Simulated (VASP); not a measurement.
Consider the following.

```yaml
crystal:
  lattice:
    - [2.12910, -3.68771, 0.00000]
    - [2.12910, 3.68771, 0.00000]
    - [0.00000, 0.00000, 13.87332]
  atoms:
    - { symbol: Cd, position: [0.66667, 0.33333, 0.25260] }
    - { symbol: Cd, position: [0.33333, 0.66667, 0.99792] }
    - { symbol: Cd, position: [0.66667, 0.33333, 0.74229] }
    - { symbol: Cd, position: [0.33333, 0.66667, 0.50792] }
    - { symbol: Se, position: [0.66667, 0.33333, 0.44247] }
    - { symbol: Se, position: [0.33333, 0.66667, 0.18778] }
    - { symbol: Se, position: [0.66667, 0.33333, 0.93281] }
    - { symbol: S, position: [0.33333, 0.66667, 0.69021] }
```

Calculation: PBEsol GGA, VASP's PBE PAW potentials (set 64) (plane waves; VASP 6.6.1). Run with 400 eV cut-off, Gaussian smearing of 0.050 eV, potentials Cd Se S.

Problem. Give the energies of bands 27 to 40 at the high-symmetry points, in eV from the valence-band maximum.

Solution. 
| band | Γ | M | K | A | L | H |
|---|---|---|---|---|---|---|
| 27 | -2.70 | -4.28 | -3.93 | -1.36 | -4.02 | -4.05 |
| 28 | -1.02 | -3.74 | -3.87 | -1.26 | -3.96 | -4.02 |
| 29 | -1.02 | -2.79 | -3.25 | -1.01 | -2.35 | -3.15 |
| 30 | -0.52 | -2.07 | -2.64 | -1.01 | -2.23 | -2.94 |
| 31 | -0.52 | -1.55 | -2.48 | -0.60 | -2.03 | -2.08 |
| 32 | -0.33 | -1.53 | -2.05 | -0.60 | -1.69 | -1.97 |
| 33 | -0.33 | -1.42 | -1.95 | -0.21 | -1.29 | -1.75 |
| 34 | -0.14 | -1.37 | -1.77 | -0.21 | -1.16 | -1.59 |
| 35 | 0.00 | -1.31 | -1.27 | -0.06 | -1.08 | -1.55 |
| 36 | 0.00 | -0.80 | -1.14 | -0.06 | -0.91 | -1.50 |
| 37 | 0.59 | 2.86 | 3.74 | 1.57 | 2.69 | 4.09 |
| 38 | 2.08 | 2.89 | 3.75 | 1.67 | 2.75 | 4.23 |
| 39 | 2.33 | 3.13 | 4.11 | 2.20 | 3.26 | 4.35 |
| 40 | 2.41 | 3.30 | 4.55 | 2.36 | 3.36 | 4.37 |

The gap is direct, 0.59 eV, from the valence maximum at Γ to the conduction minimum at Γ.

The structure was generated: Cd4SSe3 was put into an ordered model structure (P3m1), which need not be its known phase. It was relaxed first.
